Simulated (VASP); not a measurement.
Given:

```
AlN
1.0
    3.10531     0.00000     0.00000
   -1.55265     2.68927     0.00000
    0.00000     0.00000     4.97532
Al N
2 2
Direct
  0.33333   0.66667   0.99666
  0.66667   0.33333   0.49666
  0.33333   0.66667   0.37834
  0.66667   0.33333   0.87834
```

Method: r2SCAN meta-GGA, VASP's PBE PAW potentials (set 64) (plane waves; VASP 6.6.1). Numerical set-up: 520 eV cut-off, 11×11×6 Γ-centred mesh, tetrahedra with Blöchl corrections, potentials Al N.

Task: Estimate the energy per atom (σ→0), band gap (over mesh and band path) with the smallest direct gap where there is one.

Result: 
```
Quantity                                               Result
---------------------------------------------  --------------
band gap (over mesh and band path)                    4.93 eV
smallest direct gap (over mesh and band path)         4.93 eV
energy per atom (σ→0)                          -9614 meV/atom
```

Total energies compare only between runs with the same potentials, cut-off and functional.

The structure was generated: AlN was put into the wurtzite type (P6_3mc), which need not be its known phase. It was relaxed first.
